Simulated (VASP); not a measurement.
An input for Ansatz (written as the equivalent of a VASP run, and not itself run):

Ansatz 0.2 input:
```yaml
crystal:
  lattice:
    - [1.5597630, -2.7015875, 0.0000000]
    - [1.5597630, 2.7015875, 0.0000000]
    - [0.0000000, 0.0000000, 11.7313145]
  atoms:
    - { symbol: W, position: [0.3333330, 0.6666670, 0.2500000] }
    - { symbol: W, position: [0.6666670, 0.3333330, 0.7500000] }
    - { symbol: Se, position: [0.3333330, 0.6666670, 0.8946880] }
    - { symbol: Se, position: [0.6666670, 0.3333330, 0.3946880] }
    - { symbol: Se, position: [0.6666670, 0.3333330, 0.1053120] }
    - { symbol: Se, position: [0.3333330, 0.6666670, 0.6053120] }
kpoints:
  mp_grid: { grid: [8, 8, 2] }
hamiltonian:
  xc: pbesol
  pseudopotentials: { kind: paw }
scf:
  occupations: { method: gaussian, width: 0.05 }
  max_iter: 100
relax:
  max_steps: 40
  f_tol: 0.02
  cell: { p_target: 30 }
output: { forces: true, stress: true, eigenvalues: true }
```

Question: Translate this input to VASP (INCAR, KPOINTS, POSCAR, choice of POTCAR).

Answer: One answer among several that fit: 
**POSCAR**
```
WSe2
1
    1.5597629667    -2.7015875040     0.0000000000
    1.5597629667     2.7015875040     0.0000000000
    0.0000000000     0.0000000000    11.7313145393
W Se
2 4
Direct
  0.3333330000   0.6666670000   0.2500000000
  0.6666670000   0.3333330000   0.7500000000
  0.3333330000   0.6666670000   0.8946879892
  0.6666670000   0.3333330000   0.3946879892
  0.6666670000   0.3333330000   0.1053120108
  0.3333330000   0.6666670000   0.6053120108
```

### INCAR
```
SYSTEM=WSe2
PREC=Accurate; ENCUT=500; LREAL=F
LASPH=T
EDIFF=1E-6; NELM=100; ALGO=Normal
LMAXMIX=6
ISMEAR=0; SIGMA=0.05
GGA=PS
IBRION=2; NSW=40; ISIF=3
EDIFFG=-0.02; PSTRESS=300
LWAVE=F; LCHARG=F
```

KPOINTS:
```
kpoints
0
Gamma
  8 8 2
```

POTCAR, in this order: W_sv Se (PBE.64 set). Program: vasp_std.

Limits of the translation: each code has its own PAW files, so the cut-off isn't converted (ENCUT is set for VASP's; basis.ecutwfc is left out, and Ansatz then takes the one that its files recommend); Ansatz stops its SCF on the density residual and VASP on the energy change (EDIFF).

The compound is WSe2 in the 2H layered structure. This run relaxes it under an external pressure of 30 GPa. Symmetry was kept, so distortions that lower it aren't found.
